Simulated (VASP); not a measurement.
Method: r2SCAN+rVV10, VASP's PBE PAW potentials (set 64) (plane waves; VASP).

VASP input:

KPOINTS:
```
Regular mesh
0
Gamma
10 10 10
```

INCAR:
```
# general
SYSTEM  =SiC
PREC    =Accurate
ENCUT   =520
LREAL   =F
LASPH   =T

# electronic loop
EDIFF   =1E-7
NELM    =100
ALGO    =Normal
LMIXTAU =T

# smearing
ISMEAR  =0
SIGMA   =0.05

# functional
METAGGA =R2SCAN
LUSE_VDW=T
BPARAM  =11.95
CPARAM  =0.0093

# ions
ISIF    =2

# output
LWAVE   =F
LCHARG  =F
```

**POSCAR**
```
SiC
3.1372530
  0.0000000000   0.7071067229   0.7071067229
  0.7071067229   0.0000000000   0.7071067229
  0.7071067229   0.7071067229   0.0000000000
Si C
1 1
Cartesian
  0.0000000000   0.0000000000   0.0000000000
  0.3535533614   0.3535533614   0.3535533614
```

POTCAR, in this order: Si C (PBE.64 set). Program: vasp_std.

Problem. What does the run give for the energy per atom (σ→0), pressure, band gap (on the k-mesh)?

Solution. 
The energy per atom (σ→0) comes out as -9587 meV/atom. The band gap (on the k-mesh) is 1.72 eV and the pressure is -11.91 GPa.

### OSZICAR
```
...
DAV:  16    -0.191741105247E+02    0.31630E-05   -0.96126E-08   792   0.357E-03    0.464E-03
DAV:  17    -0.191741019120E+02    0.86127E-05   -0.14670E-06   816   0.943E-03    0.305E-03
DAV:  18    -0.191740962398E+02    0.56722E-05   -0.68133E-08   440   0.358E-03    0.712E-04
DAV:  19    -0.191740971030E+02   -0.86312E-06   -0.84453E-09   400   0.111E-03    0.352E-04
DAV:  20    -0.191740963599E+02    0.74311E-06   -0.54615E-09   392   0.650E-04    0.161E-04
DAV:  21    -0.191740966844E+02   -0.32450E-06   -0.15972E-09   400   0.502E-04    0.336E-05
DAV:  22    -0.191740965920E+02    0.92319E-07   -0.14900E-10   384   0.159E-04
   1 F= -.19174097E+02 E0= -.19174097E+02  d E =-.243966E-13
```

The compound is SiC in the zinc blende structure. This cell is one point of a volume scan, at 1.06 of the reference volume.
